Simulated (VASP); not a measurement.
```
CELL_PARAMETERS angstrom
      1.53981    -2.66704     0.00000
      1.53981     2.66704     0.00000
      0.00000     0.00000    10.08163
ATOMIC_POSITIONS crystal
  Si 0.00000 0.00000 0.00030
  Si 0.00000 0.00000 0.50030
  Si 0.66667 0.33333 0.75024
  Si 0.33333 0.66667 0.25024
  C  0.00000 0.00000 0.81284
  C  0.00000 0.00000 0.31284
  C  0.66667 0.33333 0.56224
  C  0.33333 0.66667 0.06224
```

The numbers are results of PBEsol GGA, VASP's PBE PAW potentials (set 64) (plane waves; VASP), not measurements. Run with 520 eV cut-off, 9×9×3 Γ-centred mesh, tetrahedra with Blöchl corrections, potentials Si C.

Q: Estimate the energy per atom (σ→0).

A: 
- energy per atom (σ→0) = -7.959 eV/atom

Only differences to runs with the same potentials and settings are physical.

The compound is SiC in the 4h structure. It was relaxed first.
